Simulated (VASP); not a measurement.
```yaml
crystal:
  lattice:
    - [0.00000, 2.76988, 2.76988]
    - [2.76988, 0.00000, 2.76988]
    - [2.76988, 2.76988, 0.00000]
  atoms:
    - { symbol: Ca, position: [0.00000, 0.00000, 0.00000] }
    - { symbol: S, position: [0.50000, 0.50000, 0.50000] }
```

Level of theory: HSEsol screened hybrid, VASP's PBE PAW potentials (set 64) (plane waves; VASP 6.6.1). Settings: 520 eV cut-off, 6×6×6 Γ-centred mesh, Gaussian smearing of 0.050 eV, potentials Ca_sv S.

Task: What does the run give for the energy per atom (σ→0), pressure, band gap (on the k-mesh) with the smallest direct gap where there is one?

Result: 
```yaml
band gap (on the k-mesh): 3.08 eV
smallest direct gap (on the k-mesh): 4.06 eV
energy per atom (σ→0): -6.024 eV/atom
pressure: 4.22 GPa
```

The compound is CaS in the rock salt structure. This cell is one point of a volume scan, at 0.91 of the reference volume. The cell's shape comes from a PBE relaxation.
